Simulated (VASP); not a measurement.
All values below come from PBEsol GGA, VASP's PBE PAW potentials (set 64) (plane waves; VASP).

Input for VASP

**KPOINTS**
```
Automatic mesh
0
Gamma
5 5 5
0 0 0
```

### INCAR
```
# general
SYSTEM   = Al3GaN4
PREC     = Accurate
ENCUT    = 520
LREAL    = F   # projection in real space or not
LASPH    = T

# electronic loop
EDIFF    = 1E-8
NELM     = 100   # most electronic steps
ALGO     = Normal
LMAXMIX  = 4

# smearing
ISMEAR   = 0   # Gaussian
SIGMA    = 0.01   # width (eV)

# functional
GGA      = PS   # PBEsol

# ions
IBRION   = 8   # DFPT with symmetry
NSW      = 1   # most ionic steps

# output
LWAVE    = F
LCHARG   = F

# other
LEPSILON = T
```

**POSCAR**
```
Al3GaN4
1
    4.4064855648     0.0000000000    -0.0000000000
   -0.0000000000     4.4064855648    -0.0000000000
    0.0000000000     0.0000000000     4.4064855648
Al Ga N
3 1 4
Direct
  0.5000000000   0.5000000000   0.0000000000
  0.0000000000   0.5000000000   0.5000000000
  0.5000000000   0.0000000000   0.5000000000
  0.0000000000   0.0000000000   0.0000000000
  0.7447904450   0.7447904450   0.2552095550
  0.7447904450   0.2552095550   0.7447904450
  0.2552095550   0.2552095550   0.2552095550
  0.2552095550   0.7447904450   0.7447904450
```

POTCAR, in this order: Al Ga_d N (PBE.64 set). Program: vasp_std.

The run wrote:

OSZICAR:
```
...
RMM:  11    -0.997461625110E+00    0.96762E-05   -0.10280E-05  3023   0.458E-04    0.389E-05
RMM:  12    -0.997459997927E+00    0.16272E-05   -0.92267E-06  2085   0.229E-04    0.166E-05
RMM:  13    -0.997460122067E+00   -0.12414E-06   -0.99690E-06  1413   0.177E-04    0.610E-06
 Linear response to external field, progress :
  Direction:   3
       N       E                     dE             d eps       ncg     rms          rms(c)
RMM:   1    -0.543566395010E+00   -0.54357E+00    0.93687E-01  1948   0.853E+00
RMM:   2    -0.964387270444E+00   -0.42082E+00   -0.31506E-01  2843   0.233E+00    0.146E+00
RMM:   3    -0.948484151935E+00    0.15903E-01   -0.55875E-02  2744   0.112E+00    0.873E-01
RMM:   4    -0.978758267829E+00   -0.30274E-01   -0.23108E-02  2772   0.836E-01    0.203E-01
RMM:   5    -0.994848492672E+00   -0.16090E-01   -0.27187E-03  2832   0.272E-01    0.576E-02
RMM:   6    -0.996849531588E+00   -0.20010E-02   -0.34585E-04  2878   0.103E-01    0.102E-02
RMM:   7    -0.997345269380E+00   -0.49574E-03   -0.39985E-05  2761   0.344E-02    0.691E-03
RMM:   8    -0.997416691333E+00   -0.71422E-04   -0.48710E-06  2862   0.110E-02    0.117E-03
RMM:   9    -0.997470690001E+00   -0.53999E-04   -0.84795E-07  2984   0.341E-03    0.434E-04
RMM:  10    -0.997470057921E+00    0.63208E-06   -0.14079E-07  2978   0.110E-03    0.200E-04
RMM:  11    -0.997460636484E+00    0.94214E-05   -0.68894E-08  3009   0.449E-04    0.338E-05
RMM:  12    -0.997459261147E+00    0.13753E-05   -0.43019E-08  2019   0.233E-04    0.152E-05
RMM:  13    -0.997459251284E+00    0.98637E-08   -0.12420E-08  1395   0.181E-04    0.480E-06
 Linear response DOF=           4
 Linear response progress:
  Degree of freedom:   1/  4
       N       E                     dE             d eps       ncg     rms          rms(c)
RMM:   1    -0.126697288118E-01   -0.12670E-01    0.16969E-02  5563   0.107E+00
RMM:   2    -0.854937069144E-02    0.41204E-02   -0.34792E-03  3725   0.427E-01    0.103E-01
RMM:   3    -0.837612270278E-02    0.17325E-03   -0.67500E-04  4134   0.155E-01    0.499E-02
RMM:   4    -0.829550037176E-02    0.80622E-04   -0.57511E-05  4171   0.592E-02    0.197E-02
RMM:   5    -0.829194358420E-02    0.35568E-05   -0.58900E-05  4351   0.253E-02    0.559E-03
RMM:   6    -0.828492962749E-02    0.70140E-05   -0.13535E-05  3976   0.132E-02    0.369E-03
RMM:   7    -0.828001586190E-02    0.49138E-05    0.65617E-06  4167   0.548E-03    0.909E-04
RMM:   8    -0.828057809296E-02   -0.56223E-06   -0.13893E-06  4368   0.255E-03    0.755E-04
RMM:   9    -0.828068054943E-02   -0.10246E-06   -0.66576E-07  4031   0.132E-03    0.967E-05
RMM:  10    -0.828063434111E-02    0.46208E-07   -0.24084E-07  4260   0.325E-04    0.467E-05
RMM:  11    -0.828067728998E-02   -0.42949E-07   -0.46878E-07  4277   0.107E-04    0.179E-05
RMM:  12    -0.828068676308E-02   -0.94731E-08   -0.53824E-07  4440   0.350E-05    0.121E-05
RMM:  13    -0.828069100906E-02   -0.42460E-08   -0.57303E-07  4513   0.219E-05    0.197E-06
RMM:  14    -0.828069402082E-02   -0.30118E-08   -0.67257E-07  4188   0.129E-05    0.899E-07
RMM:  15    -0.828068844663E-02    0.55742E-08   -0.54200E-07  3095   0.112E-05    0.311E-07
RMM:  16    -0.828069669432E-02   -0.82477E-08   -0.64856E-07  2435   0.110E-05    0.156E-07
RMM:  17    -0.828068749899E-02    0.91953E-08   -0.54956E-07  2247   0.111E-05    0.495E-08
 Linear response progress:
  Degree of freedom:   2/  4
       N       E                     dE             d eps       ncg     rms          rms(c)
RMM:   1    -0.133402125778E-01   -0.13340E-01    0.16676E-02  3889   0.107E+00
RMM:   2    -0.874819108735E-02    0.45920E-02   -0.38306E-03  2594   0.431E-01    0.107E-01
RMM:   3    -0.852735127511E-02    0.22084E-03   -0.55896E-04  2863   0.160E-01    0.500E-02
RMM:   4    -0.847544671116E-02    0.51905E-04   -0.84455E-05  2888   0.549E-02    0.215E-02
RMM:   5    -0.846730461878E-02    0.81421E-05   -0.22059E-05  2936   0.267E-02    0.501E-03
RMM:   6    -0.846125350781E-02    0.60511E-05   -0.31020E-06  2754   0.100E-02    0.172E-03
RMM:   7    -0.846070935511E-02    0.54415E-06   -0.18420E-07  2854   0.331E-03    0.550E-04
RMM:   8    -0.846071624369E-02   -0.68886E-08   -0.72555E-09  2998   0.116E-03    0.280E-04
 Linear response progress:
  Degree of freedom:   3/  4
       N       E                     dE             d eps       ncg     rms          rms(c)
RMM:   1    -0.172789572022E+00   -0.17279E+00    0.23713E-01  1694   0.913E+00
RMM:   2    -0.165769927244E+00    0.70196E-02   -0.44611E-02  2628   0.175E+00    0.793E-02
RMM:   3    -0.166274217167E+00   -0.50429E-03   -0.41492E-03  2814   0.430E-01    0.447E-02
RMM:   4    -0.165996744897E+00    0.27747E-03   -0.68973E-04  2812   0.139E-01    0.133E-02
RMM:   5    -0.165900085777E+00    0.96659E-04   -0.10591E-04  3006   0.466E-02    0.516E-03
RMM:   6    -0.165878718515E+00    0.21367E-04   -0.20966E-05  3124   0.163E-02    0.228E-03
RMM:   7    -0.165879559673E+00   -0.84116E-06   -0.39627E-06  3006   0.644E-03    0.419E-04
RMM:   8    -0.165878624737E+00    0.93494E-06   -0.53500E-06  3154   0.266E-03    0.148E-04
RMM:   9    -0.165878194966E+00    0.42977E-06    0.88432E-08  3125   0.113E-03    0.401E-05
RMM:  10    -0.165878775488E+00   -0.58052E-06   -0.64025E-06  3198   0.486E-04    0.232E-05
RMM:  11    -0.165877800725E+00    0.97476E-06    0.15845E-06  3181   0.231E-04    0.515E-06
RMM:  12    -0.165877885239E+00   -0.84515E-07    0.95773E-07  3275   0.114E-04    0.510E-06
RMM:  13    -0.165877869246E+00    0.15993E-07    0.94308E-07  3155   0.649E-05    0.131E-06
RMM:  14    -0.165877816508E+00    0.52738E-07    0.15746E-06  3279   0.428E-05    0.396E-07
RMM:  15    -0.165877780540E+00    0.35969E-07    0.19487E-06  2862   0.326E-05    0.424E-07
RMM:  16    -0.165877815141E+00   -0.34601E-07    0.15629E-06  2656   0.283E-05    0.158E-07
RMM:  17    -0.165877797472E+00    0.17668E-07    0.18325E-06  2498   0.261E-05    0.519E-08
 Linear response progress:
  Degree of freedom:   4/  4
       N       E                     dE             d eps       ncg     rms          rms(c)
RMM:   1    -0.244318014325E+00   -0.24432E+00    0.19701E-01  5150   0.291E+00
RMM:   2    -0.241601048656E+00    0.27170E-02   -0.10647E-02  3909   0.737E-01    0.168E-01
RMM:   3    -0.242409998008E+00   -0.80895E-03   -0.26786E-03  4118   0.320E-01    0.806E-02
RMM:   4    -0.243739824964E+00   -0.13298E-02   -0.15052E-03  4202   0.172E-01    0.182E-02
RMM:   5    -0.243714920416E+00    0.24905E-04   -0.58599E-05  4115   0.487E-02    0.757E-03
RMM:   6    -0.243718999393E+00   -0.40790E-05   -0.62234E-06  4255   0.160E-02    0.207E-03
RMM:   7    -0.243737539214E+00   -0.18540E-04   -0.30341E-07  4181   0.498E-03    0.114E-03
RMM:   8    -0.243731811919E+00    0.57273E-05    0.16726E-07  3972   0.187E-03    0.315E-04
RMM:   9    -0.243732223714E+00   -0.41179E-06   -0.73210E-08  4178   0.731E-04    0.173E-04
RMM:  10    -0.243732236261E+00   -0.12547E-07   -0.24093E-08  4383   0.262E-04    0.823E-05
RMM:  11    -0.243731882616E+00    0.35365E-06   -0.64326E-09  4230   0.113E-04    0.179E-05
RMM:  12    -0.243732045537E+00   -0.16292E-06    0.65576E-09  4277   0.543E-05    0.163E-05
RMM:  13    -0.243731999317E+00    0.46220E-07   -0.35035E-08  4620   0.354E-05    0.112E-05
RMM:  14    -0.243732020713E+00   -0.21396E-07    0.14902E-08  4415   0.296E-05    0.702E-06
RMM:  15    -0.243732020156E+00    0.55748E-09   -0.21536E-08  4823   0.239E-05    0.486E-06
 Linear response finished
```

### OUTCAR
```
------------------------ aborting loop because EDIFF is reached ----------------------------------------

 HEAD OF MICROSCOPIC STATIC DIELECTRIC TENSOR (INDEPENDENT PARTICLE, excluding Hartree and local field effects)
 ------------------------------------------------------
           5.111579     0.000000     0.000000
           0.000000     5.111579    -0.000000
          -0.000000     0.000000     5.111579
 ------------------------------------------------------

 MACROSCOPIC STATIC DIELECTRIC TENSOR (including local field effects in DFT)
 ------------------------------------------------------
           4.913334     0.000000    -0.000000
           0.000000     4.913334     0.000000
          -0.000000     0.000000     4.913334
 ------------------------------------------------------

 PIEZOELECTRIC TENSOR (including local field effects)  for field in x, y, z        (e  Angst)
          XX          YY          ZZ          XY          YZ          ZX
  --------------------------------------------------------------------------------
  x     0.00000     0.00000     0.00000     0.00000    -3.87446     0.00000
  y    -0.00000     0.00000     0.00000     0.00000    -0.00000    -3.87446
  z     0.00000    -0.00000     0.00000    -3.87446     0.00000     0.00000

 PIEZOELECTRIC TENSOR (including local field effects)  for field in x, y, z        (C/m^2)
          XX          YY          ZZ          XY          YZ          ZX
  --------------------------------------------------------------------------------
  x     0.00000     0.00000     0.00000     0.00000    -0.72551     0.00000
  y    -0.00000     0.00000     0.00000     0.00000    -0.00000    -0.72551
  z     0.00000    -0.00000     0.00000    -0.72551     0.00000     0.00000

 BORN EFFECTIVE CHARGES (including local field effects) (in |e|, cummulative output)
 ---------------------------------------------------------------------------------
 ion    1
    1     2.61710     0.00000     0.00000
    2     0.00000     2.61710     0.00000
    3     0.00000     0.00000     2.42326
 ion    2
    1     2.42326     0.00000     0.00000
    2     0.00000     2.61710     0.00000
    3    -0.00000    -0.00000     2.61710
 ion    3
    1     2.61710     0.00000     0.00000
    2     0.00000     2.42326     0.00000
    3    -0.00000    -0.00000     2.61710
 ion    4
    1     2.52550     0.00000     0.00000
    2     0.00000     2.52550     0.00000
    3     0.00000    -0.00000     2.52550
 ion    5
    1    -2.54574    -0.06186     0.06186
    2    -0.06186    -2.54574     0.06186
    3     0.06186     0.06186    -2.54574
 ion    6
    1    -2.54574     0.06186    -0.06186
    2     0.06186    -2.54574     0.06186
    3    -0.06186     0.06186    -2.54574
 ion    7
    1    -2.54574    -0.06186    -0.06186
    2    -0.06186    -2.54574    -0.06186
    3    -0.06186    -0.06186    -2.54574
 ion    8
    1    -2.54574     0.06186     0.06186
    2     0.06186    -2.54574    -0.06186
    3     0.06186    -0.06186    -2.54574

   1 f  =   21.073153 THz   132.406525 2PiTHz  702.924718 cm-1    87.151518 meV
             X         Y         Z           dx          dy          dz
      2.203243  2.203243  0.000000     0.000000   -0.000000    0.000000
      0.000000  2.203243  2.203243     0.000000   -0.000000    0.000000
      2.203243  0.000000  2.203243     0.000000    0.000000   -0.000000
      0.000000  0.000000  0.000000    -0.000000    0.000000    0.000000
      3.281908  3.281908  1.124577     0.214812    0.193247    0.408058
      3.281908  1.124577  3.281908     0.214812   -0.193247   -0.408058
      1.124577  1.124577  1.124577    -0.214812   -0.193247    0.408058
      1.124577  3.281908  3.281908    -0.214812    0.193247   -0.408058

   2 f  =   21.073153 THz   132.406525 2PiTHz  702.924718 cm-1    87.151518 meV
             X         Y         Z           dx          dy          dz
      2.203243  2.203243  0.000000     0.000000    0.000000    0.000000
      0.000000  2.203243  2.203243     0.000000    0.000000   -0.000000
      2.203243  0.000000  2.203243    -0.000000    0.000000    0.000000
      0.000000  0.000000  0.000000    -0.000000    0.000000   -0.000000
      3.281908  3.281908  1.124577     0.347164   -0.359614   -0.012451
      3.281908  1.124577  3.281908     0.347164    0.359614    0.012451
      1.124577  1.124577  1.124577    -0.347164    0.359614   -0.012451
      1.124577  3.281908  3.281908    -0.347164   -0.359614    0.012451

   3 f  =   20.514107 THz   128.893935 2PiTHz  684.276952 cm-1    84.839491 meV
             X         Y         Z           dx          dy          dz
      2.203243  2.203243  0.000000     0.000000   -0.000000   -0.000000
      0.000000  2.203243  2.203243     0.000000   -0.000000   -0.000000
      2.203243  0.000000  2.203243     0.000000    0.000000   -0.000000
      0.000000  0.000000  0.000000    -0.000000   -0.000000   -0.000000
      3.281908  3.281908  1.124577     0.288675    0.288675   -0.288675
      3.281908  1.124577  3.281908     0.288675   -0.288675    0.288675
      1.124577  1.124577  1.124577    -0.288675   -0.288675   -0.288675
      1.124577  3.281908  3.281908    -0.288675    0.288675    0.288675

   4 f  =   19.833801 THz   124.619444 2PiTHz  661.584374 cm-1    82.025971 meV
             X         Y         Z           dx          dy          dz
      2.203243  2.203243  0.000000    -0.125129   -0.152993   -0.012429
      0.000000  2.203243  2.203243    -0.291006   -0.152993   -0.005344
      2.203243  0.000000  2.203243    -0.125129   -0.355808   -0.005344
      0.000000  0.000000  0.000000     0.008806    0.010767    0.000376
      3.281908  3.281908  1.124577     0.021173    0.092466    0.312653
      3.281908  1.124577  3.281908     0.344836    0.366762    0.038356
      1.124577  1.124577  1.124577     0.009458    0.080751   -0.297021
      1.124577  3.281908  3.281908     0.356551    0.355047   -0.022725

   5 f  =   19.833801 THz   124.619444 2PiTHz  661.584374 cm-1    82.025971 meV
...
```
(Selected blocks of OUTCAR.)

The structure comes from a computed database's Al3GaN4 entry (P-43m); how it stands against other phases isn't given here. It was relaxed first.
